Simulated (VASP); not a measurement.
Li9Os2O12 (a cell with a defect): single point with PBEsol

Li9Os2O12 (a cell with a defect):

```
CELL_PARAMETERS angstrom
0.86397 4.43177 4.77916
0.86397 -4.43177 4.77916
5.10295 0.00000 0.00000
ATOMIC_POSITIONS crystal
Li 0.32223 0.62572 0.49379
Li 0.67287 0.35465 0.49388
Li 0.47452 0.01572 0.12876
Li 0.02391 0.48610 0.25393
Li 0.22958 0.22856 0.68807
Li 0.86311 0.20287 0.98603
Li 0.21374 0.82291 0.94054
Li 0.93889 0.56899 0.77121
Li 0.59841 0.93891 0.77700
Os 0.99049 0.00206 0.49670
Os 0.50225 0.50087 0.00561
O 0.55620 0.22247 0.88285
O 0.95815 0.26240 0.63565
O 0.26773 0.94863 0.62513
O 0.25177 0.57484 0.86308
O 0.37887 0.38597 0.37759
O 0.10603 0.14920 0.14985
O 0.03827 0.74749 0.36107
O 0.45752 0.75571 0.14429
O 0.75399 0.44355 0.10252
O 0.73776 0.04183 0.42261
O 0.91579 0.85513 0.81833
O 0.62639 0.58025 0.68339
```

```json
{
 "Program": "VASP 6.6.1",
 "Task": "single point",
 "Functional": "PBEsol",
 "Potentials or basis": "VASP PAW PBE potentials, release 64 (Li_sv, Os, O)",
 "Cutoff": "520 eV",
 "k mesh": "2 × 2 × 2",
 "Occupations": "fermi-dirac, width 0.05 eV",
 "Spin": "no spin polarisation",
 "Dipole correction": "no",
 "Charge": "-1",
 "Further INCAR settings": "LREAL = Auto; ALGO = Fast; EDIFF = 1e-07; NBANDS = 74; NELECT = 116.0"
}
```

```json
{
 "Largest force": "5.569 eV/Å",
 "Band gap on the k mesh": "none (metal or under the smearing width)"
}
```

Forces on the atoms (eV/Å):
```
Li   0.139 -0.954  1.124
Li   0.022  0.159 -0.738
Li   2.365 -1.540  0.283
Li  -0.097  0.584 -0.077
Li   0.445  0.613  1.002
Li   0.125  0.339 -0.929
Li   1.503 -1.262 -0.393
Li  -0.328 -0.164  0.011
Li  -1.176  0.411 -0.017
Os  -1.596  4.300  3.158
Os   1.758 -0.852 -3.979
O    0.082 -0.465 -0.820
O   -0.349 -0.754  0.915
O   -1.585 -1.026  1.136
O    0.036  0.834 -2.763
O   -2.302  0.620  0.389
O    1.326  0.615 -1.065
O   -0.174  0.425 -0.056
O   -0.922  0.300  0.441
O    2.718  2.303  2.837
O   -1.497 -2.607 -1.826
O    1.593 -1.136 -1.108
O   -2.088 -0.743  2.477
```

Levels at points of the mesh, in eV from the Fermi level:
| k point | band 54 | band 55 | band 56 | band 57 | band 58 | band 59 | band 60 | band 61 | band 62 | band 63 |
| --- | --- | --- | --- | --- | --- | --- | --- | --- | --- | --- |
| (0.00, 0.00, 0.00) | -1.79 | -1.70 | -1.60 | -1.50 | -0.17 | -0.03 | 0.12 | 0.24 | 0.34 | 0.62 |
| (0.50, 0.00, 0.00) | -1.82 | -1.71 | -1.66 | -1.44 | -0.01 | 0.05 | 0.19 | 0.21 | 0.46 | 0.51 |
| (0.00, 0.50, 0.00) | -1.82 | -1.71 | -1.54 | -1.48 | 0.01 | 0.09 | 0.14 | 0.29 | 0.39 | 0.44 |
| (0.50, 0.50, 0.00) | -1.80 | -1.62 | -1.55 | -1.48 | -0.16 | 0.05 | 0.14 | 0.28 | 0.34 | 0.58 |
| (0.00, 0.00, 0.50) | -1.87 | -1.76 | -1.69 | -1.55 | 0.11 | 0.14 | 0.21 | 0.33 | 0.39 | 0.44 |
| (0.50, 0.00, 0.50) | -1.80 | -1.72 | -1.67 | -1.52 | -0.15 | -0.02 | 0.20 | 0.27 | 0.54 | 0.63 |
| (0.00, 0.50, 0.50) | -1.84 | -1.78 | -1.63 | -1.48 | -0.20 | 0.02 | 0.12 | 0.27 | 0.57 | 0.66 |
| (0.50, 0.50, 0.50) | -1.81 | -1.76 | -1.61 | -1.44 | 0.06 | 0.21 | 0.27 | 0.33 | 0.46 | 0.50 |

Run time: 11 min on 1 thread of Intel(R) Xeon(R) Platinum 8259CL CPU @ 2.50GHz (Skylake/Cascade Lake), with other jobs on the host, peak memory 0.36 GiB.

Caveat: the k mesh is coarse (spacing up to 0.63 Å⁻¹), so the values aren't converged; the cell carries a net charge on a neutralising background, which shifts energy and pressure; the cell is charged against a uniform background, so pressure and absolute levels hang on convention; the PAW data sets were made with another functional, which shifts forces and pressure a little. The run has no spin-orbit coupling, so splittings on Os are missing.
